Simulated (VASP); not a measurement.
```
PtSe2
1.0
    1.84146    -3.18951     0.00000
    1.84146     3.18951     0.00000
    0.00000     0.00000     5.29507
Pt Se
1 2
Direct
  0.00000   0.00000   0.00000
  0.33333   0.66667   0.24098
  0.66667   0.33333   0.75902
```

Level of theory: TPSS meta-GGA, VASP's PBE PAW potentials (set 64) (plane waves; VASP 6.6.1). Run with 520 eV cut-off, 7×7×4 Γ-centred mesh, Gaussian smearing of 0.050 eV, potentials Pt Se.

Without a dispersion term in the relaxation, distances and binding between the weakly bound layers, chains or molecules are unreliable, and so is what depends on them.

### Question
The ions and cell shape at fixed volume are relaxed. What does this cell relax into?

### Answer

```
PtSe2
1.0
    1.88682    -3.26808     0.00000
    1.88682     3.26808     0.00000
    0.00000     0.00000     5.04353
Pt Se
1 2
Cartesian
  0.00000   0.00000   5.04353
  1.88682   1.08936   1.29251
  1.88682  -1.08936   3.75103
```
Space group P-3m1 (164), at a tolerance of 0.03 Å.

### Question
How much energy does the relaxation gain?

### Answer
The energy (σ→0) changes by -27.5 meV/atom, in 9 ionic steps.

| step | E(σ→0) (eV) | max force (eV/Å) | pressure (GPa) | volume (Å³) |
|---|---|---|---|---|
| 1 | -30.9225 | 0.806 | 7.91 | 62.20 |
| 2 | -30.9762 | 0.345 | 4.78 | 62.20 |
| 3 | -30.9941 | 0.156 | 1.34 | 62.20 |
| 4 | -30.9944 | 0.109 | 1.67 | 62.20 |
| 5 | -31.0018 | 0.052 | 1.27 | 62.20 |
| 6 | -31.0050 | 0.020 | 0.76 | 62.20 |
| 7 | -31.0050 | 0.015 | 0.79 | 62.20 |
| 8 | -31.0050 | 0.018 | 0.77 | 62.20 |
| 9 | -31.0050 | 0.005 | 0.69 | 62.20 |

The compound is PtSe2 in the 1T layered structure. This cell is one point of a volume scan, at 0.94 of the reference volume. Symmetry was kept, so distortions that lower it aren't found. The k-mesh is coarse (spacing up to 0.31 per Å, 2π included), so the numbers may not be converged in it.
